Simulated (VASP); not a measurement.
Runs of VASP 6.6.1 on V. The cell holds a slab with vacuum, 8 atoms: a = 3.026 Å, b = 3.026 Å, c = 25.591 Å, α = 90.00°, β = 90.00°, γ = 90.00°. 

| level | potentials or basis | gap on the mesh (eV) | moment (μB) | largest force (eV/Å) | work function (eV) |
| --- | --- | --- | --- | --- | --- |
| PBEsol | VASP PAW PBE potentials, release 64 (V_sv) | none | 0.06 | 1.59 | 3.94 |
| PBE | VASP PAW PBE potentials, release 64 (V_sv) | none | 0.33 | 1.21 | (b) |
| RPBE | VASP PAW PBE potentials, release 64 (V_sv) | none | 0.64 | 0.88 | 3.54 |
| LDA | VASP PAW LDA potentials, release 64 (V_sv) | none | 0.00 | (c) | 4.11 |
| revPBE | VASP PAW PBE potentials, release 64 (V_sv) | none | 0.61 | 0.96 | (a) |

Alike in all rows: task work function; spin collinear, ferromagnetic start; cell as given; k mesh 7 × 7 × 1; cutoff (eV) 520; smearing fermi-dirac 0.05 eV.

Fill in the values left out.

(a) 3.57; (b) 3.77; (c) 1.88.

Caveats: the PAW data sets were made with another functional, which shifts forces and pressure a little (some runs).

A gap of «none» marks a metal or a gap under the smearing width.
